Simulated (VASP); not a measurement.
Crystal: La3Te4.

```
CELL_PARAMETERS angstrom
-4.80950 4.80950 4.80950
4.80950 -4.80950 4.80950
4.80950 4.80950 -4.80950
ATOMIC_POSITIONS crystal
La 0.25000 0.62500 0.37500
La 0.37500 0.25000 0.62500
La 0.75000 0.87500 0.12500
La 0.12500 0.75000 0.87500
La 0.62500 0.37500 0.25000
La 0.87500 0.12500 0.75000
Te 0.16600 0.16600 0.16600
Te 0.83400 0.50000 0.00000
Te 0.50000 0.00000 0.33400
Te 0.00000 0.83400 0.50000
Te 0.33400 0.50000 0.00000
Te 0.66600 0.66600 0.66600
Te 0.00000 0.33400 0.50000
Te 0.50000 0.00000 0.83400
```

| Property | Result |
| --- | --- |
| Program | VASP 6.6.1 |
| Task | relaxation of cell and atoms |
| Functional | LDA |
| Potentials or basis | VASP PAW LDA potentials, release 64 (La, Te) |
| Cutoff | 600 eV |
| k mesh | 6 × 6 × 6 |
| Occupations | methfessel-paxton, width 0.1 eV |
| Spin | no spin polarisation |

At the start: pressure -3.1 GPa; volume 31.79 Å³/atom.

Task: How do energy, volume and symmetry change on relaxing?

Result: Over 8 steps the energy falls by 28.3 meV/atom and the volume is 30.15 Å³/atom (-5.1 %); space group I-43d (No. 220, to 0.05 Å).

Step by step:
```
step  energy change (eV)  largest force (eV/Å)  pressure (GPa)  volume (Å³)
   1              0.0000                0.4052           -3.13       445.00
   2             -0.1898                0.3349            2.52       406.21
   3             -0.2829                0.3691            0.23       419.64
   4             -0.3293                0.2825            0.20       419.88
   5             -0.3947                0.0225            0.21       420.60
   6             -0.3952                0.0017            0.22       420.67
   7             -0.3934                0.0104           -0.37       424.58
   8             -0.3962                0.0027            0.00       422.10
```

Final structure:
```
La Te
1.0
    -4.72554    4.72554    4.72554
     4.72554   -4.72554    4.72554
     4.72554    4.72554   -4.72554
La Te
6 8
Direct
  0.25000 0.62500 0.37500
  0.37500 0.25000 0.62500
  0.75000 0.87500 0.12500
  0.12500 0.75000 0.87500
  0.62500 0.37500 0.25000
  0.87500 0.12500 0.75000
  0.15523 0.15523 0.15523
  0.84477 0.50000 0.00000
  0.50000 0.00000 0.34477
  0.00000 0.84477 0.50000
  0.34477 0.50000 0.00000
  0.65523 0.65523 0.65523
  0.00000 0.34477 0.50000
  0.50000 0.00000 0.84477
```
